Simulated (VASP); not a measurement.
A convergence study with VASP on Cd (hcp): one setting is varied, all else stays as given below, so the limit is that of these other settings. Each run relaxes cell and ions; the cell shown is the tightest run's result. The basis is that of the starting cell, so low cut-offs carry a Pulay error.

```
Cd
1.0
    1.49894    -2.59624     0.00000
    1.49894     2.59624     0.00000
    0.00000     0.00000     5.96343
Cd
2
Direct
  0.33333   0.66667   0.25000
  0.66667   0.33333   0.75000
```

The numbers are results of PBE GGA, VASP's PBE PAW potentials (set 64) (plane waves; VASP 6.6.1), not measurements. The tightest run used: 700 eV cut-off, 12×12×5 Γ-centred mesh, first-order Methfessel-Paxton smearing of 0.10 eV, potentials Cd.

The reference is ENCUT = 700, which took about 3 core-minutes. Times come from single runs on busy shared machines, so they are rough: good to a factor of about 2.

Q: Of the settings ENCUT = 250; ENCUT = 300; ENCUT = 350; ENCUT = 400; ENCUT = 450; ENCUT = 500; ENCUT = 550; ENCUT = 600; ENCUT = 650; ENCUT = 700, which is the lowest that keeps the difference from the reference in relaxed volume (Å³/atom) within 0.1 from there on, and what does it cost?

A: ENCUT = 500; its cost over the reference is within a factor of 2.
| setting | difference in relaxed volume (Å³/atom) | cost over the reference |
|---|---|---|
| ENCUT = 250 | 2.769 | about 1/8 |
| ENCUT = 300 | 0.365 | about 1/5 |
| ENCUT = 350 | 0.241 | about 1/4 |
| ENCUT = 400 | 0.471 | about 1/2 |
| ENCUT = 450 | 0.240 | about 1/2 |
| ENCUT = 500 | 0.030 | within a factor of 2 |
| ENCUT = 550 | 0.031 | within a factor of 2 |
| ENCUT = 600 | 0.005 | within a factor of 2 |
| ENCUT = 650 | 0.016 | within a factor of 2 |
| ENCUT = 700 | 0.000 | reference |

Left out are rungs that failed or repeat a setting and relaxations that didn't move; long series are thinned to 24 rows.

The compound is Cd in the hcp structure.
